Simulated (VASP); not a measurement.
```
CELL_PARAMETERS angstrom
      1.96043    -3.39556     0.00000
      1.96043     3.39556     0.00000
      0.00000     0.00000     6.21656
ATOMIC_POSITIONS crystal
  La 0.33333 0.66667 0.24755
  La 0.66667 0.33333 0.75245
  O  0.00000 0.00000 0.00000
  O  0.33333 0.66667 0.64584
  O  0.66667 0.33333 0.35416
```

Computed with vdW-DF2, VASP's PBE PAW potentials (set 64) (plane waves; VASP). Numerical set-up: 520 eV cut-off, 6×6×4 Γ-centred mesh, Gaussian smearing of 0.050 eV, potentials La O.

**Question.** The ions and cell shape at fixed volume are relaxed. Predict the relaxed structure.

**Answer.** 
```
CELL_PARAMETERS angstrom
      1.97557    -3.42179     0.00000
      1.97557     3.42179     0.00000
      0.00000     0.00000     6.12164
ATOMIC_POSITIONS crystal
  La 0.33333 0.66667 0.24399
  La 0.66667 0.33333 0.75601
  O  0.00000 0.00000 0.00000
  O  0.33333 0.66667 0.64747
  O  0.66667 0.33333 0.35253
```
Space group P-3m1 (164), at a tolerance of 0.03 Å.

**Question.** How much energy does the relaxation gain?

**Answer.** The energy (σ→0) changes by -3.2 meV/atom, in 9 ionic steps.

```tsv
step	E(σ→0) (eV)	max force (eV/Å)	pressure (GPa)	volume (Å³)
1	-32.4526	0.420	8.39	82.76
2	-32.4654	0.069	7.57	82.76
3	-32.4654	0.076	7.53	82.76
4	-32.4673	0.067	7.45	82.76
5	-32.4680	0.060	7.36	82.76
6	-32.4684	0.032	7.31	82.76
7	-32.4685	0.018	7.27	82.76
8	-32.4685	0.011	7.30	82.76
9	-32.4685	0.001	7.29	82.76
```

The compound is La2O3 in the a-type structure. This cell is one point of a volume scan, at 0.94 of the reference volume. Symmetry was kept, so distortions that lower it aren't found.
